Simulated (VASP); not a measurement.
```xyz
8
Lattice="3.5101 -6.0489 0.0034 1.7417 3.0168 0.0000 0.0027 -0.0016 5.6568" Properties=species:S:1:pos:R:3 pbc="T T T"
In     1.7893    -1.0330     2.8270
In     1.7450     1.0037     5.6524
In     3.4742    -4.0170     2.8265
N      1.8710    -1.0802     5.0090
N      1.7360     1.0089     2.1679
N      3.4021    -3.9754     5.0388
N      3.5112    -2.0272     1.9821
Ga     3.4909    -2.0154     0.0108
```

Level of theory: PBE GGA, VASP's PBE PAW potentials (set 64) (plane waves; VASP 6.6.1). Numerical set-up: 500 eV cut-off, Gaussian smearing of 0.050 eV, potentials In_d N Ga_d.

Q: Give the energies of bands 27 to 40 at the high-symmetry points, in eV from the Fermi level.

A: 
```
band      Γ      Z      D      B      A      E     C2     Y2
----  -----  -----  -----  -----  -----  -----  -----  -----
27    -4.60  -4.48  -4.60  -3.59  -4.01  -5.35  -4.92  -3.70
28    -3.49  -4.33  -4.44  -3.37  -3.84  -5.35  -4.83  -3.39
29    -2.39  -3.40  -3.69  -2.76  -2.16  -2.10  -2.97  -1.91
30    -1.82  -3.36  -3.29  -2.56  -1.68  -1.97  -2.83  -1.73
31    -1.05  -3.34  -2.49  -1.96  -1.61  -1.63  -2.69  -1.48
32    -0.96  -3.21  -2.24  -1.46  -1.48  -1.58  -2.59  -1.48
33    -0.70  -1.73  -1.77  -0.70  -1.45  -1.56  -1.85  -0.68
34    -0.14  -1.70  -1.74  -0.62  -0.95  -1.45  -1.31  -0.52
35    -0.09  -1.61  -0.91  -0.51  -0.91  -1.45  -1.25  -0.39
36    -0.04  -1.49  -0.82  -0.32  -0.89  -1.36  -1.15  -0.33
37     0.00   4.37   3.59   2.39   3.20   3.18   4.28   2.25
38     2.80   4.69   4.01   2.55   3.60   3.40   4.28   2.61
39     3.86   5.16   4.30   4.43   3.64   3.55   4.81   3.44
40     4.63   5.20   4.67   4.73   4.16   3.62   4.95   3.63
```

It has no gap at this level: it comes out as a metal or semimetal.

The structure was generated: GaIn3N4 was put into an ordered model structure (Pm), which need not be its known phase. It was relaxed first.
